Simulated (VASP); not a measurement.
Crystal: Ga2PN.

```xyz
4
Lattice="3.5309 0.0000 0.0000 0.0000 3.5309 0.0000 0.0000 0.0000 4.9571" Properties=species:S:1:pos:R:3 pbc="T T T"
N     0.0000    0.0000    0.0000
Ga    0.0000    1.7655    3.9299
Ga    1.7655    0.0000    1.0272
P     1.7655    1.7655    2.4786
```

The cell was built by a generator and needn't be a form met in nature.

Base run:

- Program: VASP 6.6.1
- Functional: r2SCAN
- Potentials or basis: VASP PAW PBE potentials, release 64 (N, Ga_d, P)
- Cutoff: 520 eV
- k mesh: 6 × 6 × 4
- Occupations: fermi-dirac, width 0.02 eV
- Spin: no spin polarisation

Its results: band gap on the k mesh none (metal or under the smearing width); pressure 0.2 GPa; largest force 0.038 eV/Å.

Question: The run is repeated on the same cell with these changes: functional from r2SCAN to HSE06; k mesh from 6 × 6 × 4 to 4 × 4 × 2. What comes out?

Answer: Band gap on the k mesh 0.34 eV, direct; pressure 0.3 GPa; largest force 0.021 eV/Å.

Several settings changed at once, so the effect can't be laid on one alone.

Caveats: some runs use coarse meshes; the PAW data sets were made with another functional, which shifts forces and pressure a little.

A k mesh can miss the band edges.

Not every run made on this cell is shown here.
